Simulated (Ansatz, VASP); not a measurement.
# ZnPt (ZnPt (P4/mmm)): VASP beside Ansatz

Aim: how closely do two programs agree when they are given the same cell, functional and k mesh? The cell is taken from a series of runs on this material, whose earlier steps may have relaxed, scaled, displaced or heated it; both programs get it as it stands.

Calculated with Ansatz 0.2.0; plane waves, with VASP 6.6.1 beside it; relaxation of cell and atoms at r2SCAN.

### 1. Set-up

Symmetry: P4/mmm, No. 123, tetragonal system. The conventional cell has a = 2.851 Å, b = 2.851 Å, c = 3.495 Å, α = 90.00°, β = 90.00°, γ = 90.00°. Zn has 8 Pt at 2.67 Å and 4 Zn at 2.85 Å nearest. Pt has 8 Zn at 2.67 Å and 4 Pt at 2.85 Å nearest. Farther neighbours are not listed.

### 2. VASP: relaxation of cell and atoms, r2SCAN

The relaxed volume is the usual yardstick between codes: in a stiff, nearly cubic crystal its relative difference is about their pressure difference at one cell divided by the bulk modulus.

Lines of VASP's logs that name or quote its potential files are left out, and so is its time.

File INCAR:

```
SYSTEM = ZnPt
PREC = Accurate
ENCUT = 550
EDIFF = 1E-07
NELM = 120
ISMEAR = -1
SIGMA = 0.05
LREAL = .FALSE.
ALGO = Normal
METAGGA = R2SCAN
LASPH = .TRUE.
NBANDS = 17
LORBIT = 11
LWAVE = .FALSE.
LCHARG = .FALSE.
ISIF = 3
IBRION = 2
NSW = 80
EDIFFG = -0.005
GGA_COMPAT = .FALSE.
NELMIN = 4
LMIXTAU = .TRUE.
KPAR = 2
```

File POSCAR:

```
ZnPt
1.0
    2.8508630000      0.0000000000      0.0000000000
    0.0000000000      2.8508630000      0.0000000000
    0.0000000000      0.0000000000      3.4945650000
Zn Pt
1 1
Direct
    0.4999998246      0.4999998246      0.4999998569
    0.0000000000      0.0000000000      0.0000000000
```

File KPOINTS:

```
Automatic mesh
0
Gamma
13 13 11
0 0 0
```

The projector-augmented-wave data sets are Zn and Pt (PBE family, release 64).

Command:

```bash
$ mpirun -np 2 vasp_std
```

Numbers of over 12 decimals in the logs are rounded to 6 here.

Log:

```text
[banner, memory and clock lines left out]
running    2 mpi-ranks, on    1 nodes
 distrk:  each k-point on    1 cores,    2 groups
 distr:  one band on    1 cores,    1 groups

 POSCAR found type information on POSCAR ZnPt
 POSCAR found :  2 types and       2 ions
|                                                                             |
|               ----> ADVICE to this user running VASP <----                  |
|                                                                             |
|     You enforced a specific xc type in the INCAR file but a different       |
|     [... a line on the potential file left out ...]
|     I HOPE YOU KNOW WHAT YOU ARE DOING!                                     |
|                                                                             |

 LDA part: xc-table for (None), standard interpolation
 POSCAR, INCAR and KPOINTS ok, starting setup
 FFT: planning ... GRIDC
 FFT: planning ... GRID_SOFT
 FFT: planning ... GRID
 WAVECAR not read
 entering main loop
       N       E                     dE             d eps       ncg     rms          rms(c)
DAV:   1     0.666997011857E+02    0.66700E+02   -0.12030E+04  5864   0.188E+03
DAV:   2    -0.610838458634E+02   -0.12778E+03   -0.12223E+03  5966   0.332E+02
DAV:   3    -0.662312463247E+02   -0.51474E+01   -0.51082E+01  6468   0.712E+01
DAV:   4    -0.662759717927E+02   -0.44725E-01   -0.44711E-01  6534   0.576E+00
DAV:   5    -0.662765317193E+02   -0.55993E-03   -0.55991E-03  6568   0.691E-01    0.106E+01
DAV:   6    -0.616687027343E+02    0.46078E+01   -0.28768E+00  6299   0.249E+01    0.610E+00
DAV:   7    -0.615431309024E+02    0.12557E+00   -0.33907E-01  6029   0.638E+00    0.298E+00
DAV:   8    -0.616010092173E+02   -0.57878E-01   -0.31029E-01  5977   0.513E+00    0.142E+00
DAV:   9    -0.616338189895E+02   -0.32810E-01   -0.12562E-02  6178   0.177E+00    0.964E-01
DAV:  10    -0.616548727705E+02   -0.21054E-01   -0.28181E-02  5872   0.171E+00    0.212E-01
DAV:  11    -0.616564894819E+02   -0.16167E-02   -0.53693E-03  5911   0.698E-01    0.855E-02
DAV:  12    -0.616567644096E+02   -0.27493E-03   -0.15160E-03  5828   0.330E-01    0.493E-02
DAV:  13    -0.616568783564E+02   -0.11395E-03   -0.10886E-04  5967   0.128E-01    0.239E-02
DAV:  14    -0.616569100831E+02   -0.31727E-04   -0.35676E-05  6242   0.590E-02    0.420E-03
DAV:  15    -0.616569111623E+02   -0.10792E-05   -0.39263E-06  6001   0.220E-02    0.175E-03
DAV:  16    -0.616569128077E+02   -0.16455E-05   -0.59499E-07  5877   0.938E-03    0.150E-03
DAV:  17    -0.616569135997E+02   -0.79192E-06   -0.29281E-07  6056   0.773E-03    0.252E-04
DAV:  18    -0.616569135249E+02    0.74730E-07   -0.19073E-08  2917   0.131E-03
   1 F= -.61656914E+02 E0= -.61654722E+02  d E =-.616569E+02
[...]
2 F= -.61656835E+02 E0= -.61654635E+02  d E =0.781668E-04
[...]
3 F= -.61656923E+02 E0= -.61654729E+02  d E =-.929092E-05
[...]
4 F= -.61656915E+02 E0= -.61654719E+02  d E =-.174966E-05
[...]
5 F= -.61656946E+02 E0= -.61654753E+02  d E =-.304943E-04
 ZBRENT: can't locate minimum, use default step
 trial-energy change:   -0.000030  1 .order   -0.000018   -0.000020   -0.000016
 step:   3.5558(harm=  4.0530)  dis= 0.00000  next Energy=   -61.656962 (dE=-0.466E-04)
 bond charge predicted
       N       E                     dE             d eps       ncg     rms          rms(c)
DAV:   1    -0.616574599199E+02   -0.51422E-03   -0.23119E-02  6107   0.124E+00    0.153E-01
DAV:   2    -0.616570834178E+02    0.37650E-03   -0.38488E-04  6301   0.266E-01    0.878E-02
DAV:   3    -0.616569937073E+02    0.89710E-04   -0.12265E-04  6247   0.159E-01    0.276E-02
DAV:   4    -0.616569915867E+02    0.21207E-05   -0.46064E-05  6214   0.796E-02    0.787E-03
DAV:   5    -0.616569949270E+02   -0.33404E-05   -0.82727E-06  6031   0.287E-02    0.398E-03
DAV:   6    -0.616569944759E+02    0.45117E-06   -0.11612E-06  6063   0.973E-03    0.102E-03
DAV:   7    -0.616569947442E+02   -0.26835E-06   -0.12353E-07  4505   0.361E-03    0.381E-04
DAV:   8    -0.616569947655E+02   -0.21289E-07   -0.45109E-08  3277   0.214E-03
   6 F= -.61656995E+02 E0= -.61654823E+02  d E =-.794909E-04
 curvature:  -2.28 expect dE=-0.960E-06 dE for cont linesearch -0.888E-06
 trial: gam=-0.11675 g(F)=  0.248E-45 g(S)=  0.422E-06 ort = 0.321E-05 (trialstep = 0.142E+01)
 search vector abs. value=  0.324E-07
 reached required accuracy - stopping structural energy minimisation
```

Parts of OUTCAR (step 2):

```text
ion  position               nearest neighbor table
   1  0.500  0.500  0.500-   2 2.67   2 2.67   2 2.67   2 2.67   2 2.67   2 2.67   2 2.67   2 2.67

  LATTYP: Found a simple tetragonal cell.
 ALAT       =     2.8508630000
 C/A-ratio  =     1.2257919795

 Subroutine GETGRP returns: Found 16 space group operations
 (whereof 16 operations were pure point group operations)

The static configuration has the point symmetry D_4h.

 Found    168 irreducible k-points:

   k-points           NKPTS =    168   k-points in BZ     NKDIM =    168   number of bands    NBANDS=     17

   dimension x,y,z NGX =    24 NGY =   24 NGZ =   28
   dimension x,y,z NGXF=    48 NGYF=   48 NGZF=   56

   ENCUT  =  550.0 eV  40.42 Ry    6.36 a.u.   5.45  5.45  6.68*2*pi/ulx,y,z

   NELECT =      22.0000    total number of electrons

 k-points in reciprocal lattice and weights: Automatic mesh
   0.00000000  0.00000000  0.00000000       0.001
   0.07692308  0.00000000  0.00000000       0.002
   0.15384615  0.00000000  0.00000000       0.002
   0.23076923  0.00000000  0.00000000       0.002
   0.30769231  0.00000000  0.00000000       0.002
   0.38461538  0.00000000  0.00000000       0.002
   0.46153846  0.00000000  0.00000000       0.002
   0.07692308  0.07692308  0.00000000       0.002
   0.15384615  0.07692308  0.00000000       0.004
[...]
0.46153846  0.38461538  0.45454545       0.009
   0.46153846  0.46153846  0.45454545       0.004

 average (electrostatic) potential at core
       1 -37.4323       2 -71.8689

 E-fermi :   7.3633

 k-point     1 :       0.0000    0.0000    0.0000
  band No.  band energies     occupation
    ...
      7       2.5544      2.00000
      8       3.1555      2.00000
      9       5.7326      2.00000
     10       5.7326      2.00000
     11       6.2916      2.00000
     12      10.0585      0.00000
     13      16.2867      0.00000
     14      16.2867      0.00000
     15      16.9896      0.00000
     16      23.1044      0.00000
    ...

 k-point     2 :       0.0769    0.0000    0.0000
  band No.  band energies     occupation
    ...
      7       2.6100      2.00000
      8       3.1825      2.00000
      9       5.4433      2.00000
     10       5.7274      2.00000
     11       6.1646      2.00000
     12      10.4679      0.00000
     13      15.1421      0.00000
     14      16.5374      0.00000
     15      17.2909      0.00000
     16      23.1549      0.00000
    ...

 k-point     3 :       0.1538    0.0000    0.0000
  band No.  band energies     occupation
    ...
      7       2.7247      2.00000
      8       3.3009      2.00000
      9       4.8062      2.00000
     10       5.7129      2.00000
     11       5.8345      2.00000
     12      11.4682      0.00000
     13      13.2590      0.00000
     14      17.2418      0.00000
     15      17.3951      0.00000
     16      22.6708      0.00000
    ...

  Total        0.0007704      0.0007704     -0.0040390      0.0000000     -0.0000000      0.0000000
  in kB        0.0434185      0.0434185     -0.2276300      0.0000000     -0.0000000      0.0000000
  external PRESSURE =      -0.0469310 kB  Pullay stress =       0.0000000 kB

  energy-cutoff  :      550.00
  volume of cell :       28.43
      direct lattice vectors                 reciprocal lattice vectors
     2.855485104  0.000000000  0.000000000     0.350203193  0.000000000  0.000000000
     0.000000000  2.855485104  0.000000000     0.000000000  0.350203193 -0.000000000
     0.000000000  0.000000000  3.486537758     0.000000000 -0.000000000  0.286817488

 POSITION                                       TOTAL-FORCE (eV/Angst)
 -----------------------------------------------------------------------------------
      1.42774      1.42774      1.74327         0.000000      0.000000      0.000000
      0.00000      0.00000      0.00000         0.000000     -0.000000      0.000000
 -----------------------------------------------------------------------------------
    total drift:                                0.000056      0.000056      0.000059

  FREE ENERGIE OF THE ION-ELECTRON SYSTEM (eV)
  ---------------------------------------------------
  free  energy   TOTEN  =       -61.6569947655 eV

  energy  without entropy=      -61.6526503926  energy(sigma->0) =      -61.65482258

 reached required accuracy - stopping structural energy minimisation

 total charge
# of ion       s       p       d       tot
------------------------------------------
    1        0.537   0.505   9.803  10.845
    2        0.651   0.543   8.174   9.367
--------------------------------------------------
tot          1.187   1.048  17.977  20.213

[... 3 further parts left out ...]
```

CONTCAR:

```
ZnPt
   1.00000000000000
     2.8554851040074793    0.0000000000000000    0.0000000000000000
     0.0000000000000000    2.8554851040074793    0.0000000000000000
     0.0000000000000000    0.0000000000000001    3.4865377578239185
  Zn              Pt
     1     1
Direct
     0.4999998246000033    0.4999998246000033    0.4999998568999970
     0.0000000000000000    0.0000000000000000    0.0000000000000000
```

### 3. Ansatz: relaxation of cell and atoms, r2SCAN

Ansatz runs on its PAW soft_1 files.

The same cell, functional, mesh and smearing now go to Ansatz.

File input.yaml:

```yaml
crystal:
  lattice:
    - [2.850863, 0.0, 0.0]
    - [0.0, 2.850863, 0.0]
    - [0.0, 0.0, 3.4945649]
  atoms:
    - { symbol: Zn, position: [0.5, 0.5, 0.5] }
    - { symbol: Pt, position: [0.0, 0.0, 0.0] }
basis:
  ecutwfc: 500
  xc_grid: 2
hamiltonian:
  xc: r2scan
  pseudopotentials: { kind: paw, azcp: { folder: soft_1 } }
kpoints:
  mp_grid: { grid: [13, 13, 11] }
scf:
  occupations: { method: fermi_dirac, width: 0.05 }
  max_iter: 150
output:
  forces: true
  stress: true
relax:
  f_tol: 0.01
  max_steps: 60
  cell: {}
checkpoint:
  write: "../r2scan.run"
  compress: false
  write_wavefunctions: false
  write_every: 100000
```

Command:

```bash
$ ansatz run input.yaml --threads 4 --pin off --max-ram 6594MiB --backend cpu --events-out ev --progress --plain --runs-dir out
```

Log:

```text
Engine: ansatz 0.2.0, aarch64-unknown-linux-gnu
Pseudopotentials: kind: paw
Pseudopotential: Zn, paw, valence charge 12, recommended cutoff 500 eV (meta_gga), soft_1/Zn.paw.azcp
Pseudopotential: Pt, paw, valence charge 18, recommended cutoff 500 eV (meta_gga), soft_1/Pt.paw.azcp
Functional definition: r2SCAN
  parameter k0 = 0.174
  parameter k1 = 0.065
  parameter a1 = 4.9479
  exchange = r2scan_x(k0 = k0, k1 = k1, a1 = a1)
  correlation = r2scan_c
Crystal: 2 atoms, lattice volume = 28.402 Å³
Basis set: ecut = 500 eV, 733 PW (Γ), exchange–correlation on 48×48×54 points (8 copies of the dense FFT grid, shifted against one another)
Bands: 19, of which v1, the nominal top of the filled ones, is band 15 counted from 1 (14 counted from 0)
Symmetry: 16 space group operations
Space group: P4/mmm (ITA 123), of the structure as read, at distance tolerance 3.1e-5 Å
k-points: 168 of 1859
Non-local potential: Zn, projectors of the file, l = 0: 2, l = 1: 2, l = 2: 3, l = 3: 1
Non-local potential: Pt, projectors of the file, l = 0: 3, l = 1: 2, l = 2: 2, l = 3: 1
PAW form: soft (Blöchl's): semilocal exchange-correlation on the pseudo side does not see the compensation charge
PAW frozen core: Zn, regenerated for the run's functional (the file was generated under x = pbe(κ = 0.804, μ = 0.219515), c = pbe(β = 0.066725))
PAW frozen core: Pt, regenerated for the run's functional (the file was generated under x = pbe(κ = 0.804, μ = 0.219515), c = pbe(β = 0.066725))
PAW one-centre angular grid: Zn, 590 points (default); XC on 160 Gauss nodes
PAW one-centre angular grid: Pt, 590 points (default); XC on 160 Gauss nodes
Initial density: superposition of atomic densities (chi_scale 0.1, normalization cell, long waves kept (reshape's long-wave potential 0.00 eV rms))
Initial wavefunctions: pseudopotential atomic-orbital guess
Functional: x = r2scan, c = r2scan; τ floored in thin density (d = 2e-4 eV/Å³)
SCF iter   1: F=—  HF=-15866.079045 eV  |F-HF|=—  |Δ(HF+E_count)|=         —  Δρ=1.19e-1  dr2=4.29e0  dr2_τ=1.97e-1  ethr=3.10e-3  ⟨swp⟩=5.6  Hψ=15915  notcnv=0
preconditioner: auto → none  [metal: Δε(μ)=0.056 eV  Ē_g=12.854 eV  σ=0.050 eV  W_gap=0.27  n_scr=6 (ndim 8)  ℏωp=32.7 eV  f_vac=0.000  D(μ)=0.52/eV (n_scr^D=2)  sad-step TF]
SCF iter   2: F=—  HF=-15865.175851 eV  |F-HF|=—  |Δ(HF+E_count)|=   9.03e-1  Δρ=2.97e-2  dr2=2.74e-1  dr2_τ=9.30e-2  ethr=3.10e-3  ⟨swp⟩=2.6  Hψ=7146  notcnv=0  defer=6
SCF iter   3: F=—  HF=-15865.186327 eV  |F-HF|=—  |Δ(HF+E_count)|=   1.05e-2  Δρ=1.44e-2  dr2=2.60e-2  dr2_τ=5.22e-3  ethr=9.14e-4  ⟨swp⟩=2.1  Hψ=6583  notcnv=0  defer=6
SCF iter   4: F=—  HF=-15865.192863 eV  |F-HF|=—  |Δ(HF+E_count)|=   6.54e-3  Δρ=6.13e-3  dr2=5.15e-3  dr2_τ=2.69e-4  ethr=8.68e-5  ⟨swp⟩=2.0  Hψ=6157  notcnv=0  defer=7
SCF iter   5: F=—  HF=-15865.198641 eV  |F-HF|=—  |Δ(HF+E_count)|=   5.78e-3  Δρ=2.85e-3  dr2=1.33e-3  dr2_τ=1.52e-4  ethr=1.72e-5  ⟨swp⟩=2.0  Hψ=6245  notcnv=0  defer=7
SCF iter   6: F=—  HF=-15865.199979 eV  |F-HF|=—  |Δ(HF+E_count)|=   1.34e-3  Δρ=5.34e-4  dr2=4.48e-5  dr2_τ=4.91e-6  ethr=4.42e-6  ⟨swp⟩=2.1  Hψ=4916  notcnv=0  defer=7
SCF iter   7: F=—  HF=-15865.200036 eV  |F-HF|=—  |Δ(HF+E_count)|=   5.68e-5  Δρ=1.05e-4  dr2=2.66e-6  dr2_τ=1.06e-7  ethr=1.49e-7  ⟨swp⟩=2.0  Hψ=5041  notcnv=0  defer=7
SCF iter   8: F=-15865.200037 eV  HF=-15865.200037 eV  |F-HF|=2.71e-8  |Δ(HF+E_count)|=   1.06e-6  Δρ=1.63e-5  dr2=4.25e-8  dr2_τ=5.65e-9  ethr=3.33e-10  ⟨swp⟩=3.2  Hψ=14010  notcnv=0
SCF 1 converged in 8 iterations: F = -15865.200037 eV  dr2 = 4.25e-8
  greatest PAW one-centre occupation: 1.000 electrons in one spin orbital (limit 2), on the Pt atom at site 1 (counted from 0), in its partial waves of l = 0
relax step   1: F+E_penalty+E_count = -15865.20003656 eV  Δ(F+E_penalty+E_count) = +0.000e0 eV  max|allowed force component| = 8.875e-31 eV/Å  Δτ_max = 0.0000 Å  P = -0.688 GPa  Ω = 28.402 Å³  (8 SCF iters, dr2 threshold 1.00e-7 eV, accepted)
[...]
relax step   2: F+E_penalty+E_count = -15865.20046105 eV  Δ(F+E_penalty+E_count) = -4.245e-4 eV  max|allowed force component| = 1.400e-29 eV/Å  Δτ_max = 0.0000 Å  P = +0.304 GPa  Ω = 28.256 Å³  energy of the carried Pulay correction = +8.188e-5 eV  (6 SCF iters, dr2 threshold 2.00e-7 eV, accepted)
[...]
relax step   3: F+E_penalty+E_count = -15865.20058508 eV  Δ(F+E_penalty+E_count) = -1.240e-4 eV  max|allowed force component| = 2.436e-29 eV/Å  Δτ_max = 0.0000 Å  P = +0.083 GPa  Ω = 28.284 Å³  energy of the carried Pulay correction = +6.582e-5 eV  (5 SCF iters, dr2 threshold 2.00e-7 eV, accepted)
[...]
relax step   4: F+E_penalty+E_count = -15865.20062068 eV  Δ(F+E_penalty+E_count) = -3.560e-5 eV  max|allowed force component| = 8.283e-30 eV/Å  Δτ_max = 0.0000 Å  P = -0.003 GPa  Ω = 28.293 Å³  energy of the carried Pulay correction = +6.068e-5 eV  (6 SCF iters, dr2 threshold 5.25e-8 eV, accepted)
[...]
relax step   5: F+E_penalty+E_count = -15865.20056299 eV  Δ(F+E_penalty+E_count) = +5.769e-5 eV  max|allowed force component| = 6.804e-30 eV/Å  Δτ_max = 0.0000 Å  P = -0.005 GPa  Ω = 28.293 Å³  stress off target by 5.60e-3 GPa  SCF on the basis re-selected at this cell (its energy is not comparable with the rows above)  (6 SCF iters)
basis re-selected at this cell: Δ(F+E_penalty+E_count) = +5.769e-5 eV, ΔP = -0.001 GPa vs the last step (what re-selecting the basis moved, of the pressure what is left beyond the Pulay correction that the steps carried, after the strain that the cell walked since its last selection, with what the two solves' SCF thresholds leave and, on support functions, any second-order correction that the steps lacked; it is no m [...]
SCF converged after 6 iterations
Free energy (F): -15865.200563 eV
Harris-Foulkes:  -15865.200563 eV  (|F-HF|=1.82e-11)
Internal energy: -15865.196404 eV  (E = F + TS)
E sigma→0 (E₀):  -15865.198483 eV
Entropy (-TS):   -0.004159 eV (-2.080 meV/atom)
Fermi energy:    18.119959 eV
--- Per-component energies (eV) ---
  E_band       = -100.646807
  E_kinetic    = 746.151582
  E_local      = -3164.212404  (includes V_loc(G=0)·N_el)
  E_nonlocal   = 1030.214941
  E_hartree    = 1191.989146
  E_xc         = -291.360155
  E_vxc        = -353.466434  (∫ρ·V_xc dr)
  E_paw        = -11425.274226  (= ΣΔE_a)
  E_vpaw       = -766.135300  (= ΣTr[D̂ρ^β])
  E_aug_tail   = 0.000726  (compensation charges beyond the density's cutoff)
  E_vtau       = 22.821844  (kinetic-family band-sum trace: ∫τ·v_τ [+ j·A + Jᵃ·Aᵃ] dr)
  E_ewald      = -3952.291779
  E_core_change = -0.414234  (= ΣΔE_core)
  E_smearing   = -0.004159  (= −TS)
  E_closure    = -0.000000  (closes the sum)
  Σ components = -15865.200563   (vs F -15865.200563, Δ=0.00e0)
--- Forces (eV/Å), atoms counted from 1 ---
  atom   1  Zn     0.00000000     0.00000000     0.00000000
  atom   2  Pt    -0.00000000    -0.00000000     0.00000000
  max |Σ_I F_I| component: 1.16e-29 eV/Å
--- Stress (GPa, compression-positive) ---
       -0.005596       0.000000       0.000000
        0.000000      -0.005596       0.000000
        0.000000       0.000000      -0.002796
  P = ⅓ Tr σ = -0.0047 GPa (-0.047 kbar)
--- Relaxed structure (4 steps of the walk, 4 accepted, 1 SCFs on fresh bases) ---
  F+E_penalty+E_count = -15865.20056299 eV   max|allowed force component| = 6.804e-30 eV/Å   (the final SCF, on the basis selected at the relaxed cell)
  cell:  # Å, volume = 28.2933 Å³
    - [2.857073, 0, 0.0]
    - [0, 2.857073, 0.0]
    - [0.0, 0.0, 3.466100]
  atoms:
    - { symbol: Zn, position: [0.5, 0.5, 0.500000] }
    - { symbol: Pt, position: [0, 0, 0.0] }
```

### 4. Comparison

Known differences besides the potentials themselves: VASP keeps PBE cores, Ansatz makes them for the functional; the data sets hold 30 valence electrons in Ansatz (on its PAW soft_1 files) and 22 in VASP; the cutoff is 500 eV in Ansatz and 550 eV in VASP; Ansatz adds a Pulay correction to the stress that steers its cell, VASP none. Total energies have different zeros and are not compared.

The two programs side by side:

| quantity | Ansatz | VASP | difference |
| --- | --- | --- | --- |
| volume (Å³) | 28.29 | 28.43 | -0.48 % |
| edge a after relaxation, in the typed setting (Å) | 2.857 | 2.856 | +0.06 % |
| edge c after relaxation, in the typed setting (Å) | 3.466 | 3.486 | -0.59 % |

### 5. Results

| Property | Result |
| --- | --- |
| difference in edge c after relaxation, in the typed setting (relaxation of cell and atoms, r2SCAN) | -0.59 % |

**Reading.** The difference in edge c after relaxation, in the typed setting is -0.59 % (relaxation of cell and atoms, r2SCAN), within the 1.2 % picked in this series as the mark of a large difference, as far as the stopping tolerances let one tell. The data sets hold unlike numbers of valence electrons (30 in Ansatz and 22 in VASP), so part of the differences comes from the potentials. Such differences can come from data sets, numerical settings and the points named under the comparisons, not from the functional's error against experiment.

[Lines on the potential files, build, host, timing and source positions are cut from VASP's logs without a mark.]

[Logs are printed without paths, hosts, clocks, repeated set-up lines and the standing remarks that a program may print on its own settings, such as how far it seeks lower states.]

[Hosts, paths, dates, database ids (printed as entryN), source tags and the programs' standing remarks are cut or masked in the printed files.]
